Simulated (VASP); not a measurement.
OSZICAR of a VASP run on BiSb (space group R3m):

File OSZICAR:
```
       N       E                     dE             d eps       ncg     rms          rms(c)
DAV:   1    -0.970273510091E+01   -0.97027E+01   -0.18320E+00   896   0.104E+01    0.149E+01
DAV:   2    -0.971628047890E+01   -0.13545E-01   -0.54441E-02  1240   0.174E+00    0.966E+00
DAV:   3    -0.971585954493E+01    0.42093E-03   -0.17152E-03  1306   0.280E-01    0.593E+00
DAV:   4    -0.971549826206E+01    0.36128E-03   -0.35582E-04  1090   0.113E-01    0.352E+00
DAV:   5    -0.971541943143E+01    0.78831E-04   -0.18919E-04  1044   0.717E-02    0.209E+00
DAV:   6    -0.971540330896E+01    0.16122E-04   -0.39447E-05   998   0.462E-02    0.124E+00
DAV:   7    -0.971540059945E+01    0.27095E-05   -0.10109E-05   968   0.255E-02    0.735E-01
DAV:   8    -0.971540277102E+01   -0.21716E-05   -0.40698E-06  1004   0.128E-02    0.436E-01
DAV:   9    -0.971540563615E+01   -0.28651E-05   -0.10235E-06   674   0.597E-03    0.258E-01
DAV:  10    -0.971540786066E+01   -0.22245E-05   -0.43896E-07   526   0.460E-03    0.153E-01
DAV:  11    -0.971540943437E+01   -0.15737E-05   -0.20409E-07   508   0.351E-03    0.899E-02
DAV:  12    -0.971541043089E+01   -0.99653E-06   -0.88985E-08   502   0.249E-03
   1 F= -.97154104E+01 E0= -.97154103E+01  d E =-.308378E-06
       N       E                     dE             ncg
```

**Question.** Which electronic solver shows in the log?

**Answer.** It is blocked Davidson (ALGO = Normal, or the opening steps of other solvers). The INCAR had ALGO = Normal.

**Question.** Can the final energy be trusted as converged?

**Answer.** Self-consistency was reached. It stopped with EDIFF = 1E-6, NELM = 60 (HSE06 screened hybrid, plane waves, VASP's PBE PAW potentials (set 64)).

The structure comes from a computed database's BiSb entry (R3m); how it stands against other phases isn't given here. It was relaxed first. The cell's shape comes from a PBE relaxation.
